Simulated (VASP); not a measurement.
A VASP calculation is set up with these files.

KPOINTS:
```
Automatic mesh
0
Gamma
11 11 5
0 0 0
```

**POSCAR**
```
CdS
1.0
  3.3124357775  -0.0000000083   0.0000000000
 -1.6562178959   2.8688009094   0.0000000000
  0.0000000000   0.0000000000   7.0574021992
Cd S
2 2
Cart
 -0.0000016610   1.9125348931   0.2194515905
  1.6562195426   0.9562660080   3.7481526901
 -0.0000016610   1.9125348931   2.4270742342
  1.6562195426   0.9562660080   5.9557753338
```

**INCAR**
```
ENCUT = 500   ! plane-wave cut-off (eV)
EDIFFG = -0.02
EDIFF = 1E-6   ! SCF stop (eV)
SYSTEM = CdS
ALGO = Normal
LREAL = .False.   ! projection in real space or not
PREC = Accurate
LCHARG = .False.
LMAXMIX = 4
PSTRESS = 450   ! kbar
ISMEAR = 1   ! Methfessel-Paxton
LASPH = .True.   ! aspherical one-centre terms
NSW = 40   ! most ionic steps
GGA = PS   ! PBEsol
LWAVE = .False.
ISIF = 3
SIGMA = 0.1
IBRION = 2   ! conjugate gradients
NELM = 100
```

POTCAR, in this order: Cd S (PBE.64 set). Program: vasp_std.

Q: Translate this PBEsol calculation to Ansatz.

A: One equivalent input (not run):
Ansatz 0.2 input:
```yaml
crystal:
  lattice:
    - [3.3124358, -0.0000000, 0.0000000]
    - [-1.6562179, 2.8688009, 0.0000000]
    - [0.0000000, 0.0000000, 7.0574022]
  atoms:
    - { symbol: Cd, position: [0.3333330, 0.6666670, 0.0310952] }
    - { symbol: Cd, position: [0.6666670, 0.3333330, 0.5310952] }
    - { symbol: S, position: [0.3333330, 0.6666670, 0.3439048] }
    - { symbol: S, position: [0.6666670, 0.3333330, 0.8439048] }
kpoints:
  mp_grid: { grid: [11, 11, 5] }
hamiltonian:
  xc: pbesol
  pseudopotentials: { kind: paw }
scf:
  occupations: { method: methfessel_paxton, width: 0.1 }
  max_iter: 100
relax:
  max_steps: 40
  f_tol: 0.02
  cell: { p_target: 45 }
output: { forces: true, stress: true, eigenvalues: true }
```
What does not carry over: each code has its own PAW files, so the cut-off isn't converted (ENCUT is set for VASP's; basis.ecutwfc is left out, and Ansatz then takes the one that its files recommend); Ansatz stops its SCF on the density residual and VASP on the energy change (EDIFF).

The structure was generated: CdS was put into the wurtzite type (P6_3mc), which need not be its known phase. It was relaxed first under an external pressure of 45 GPa.
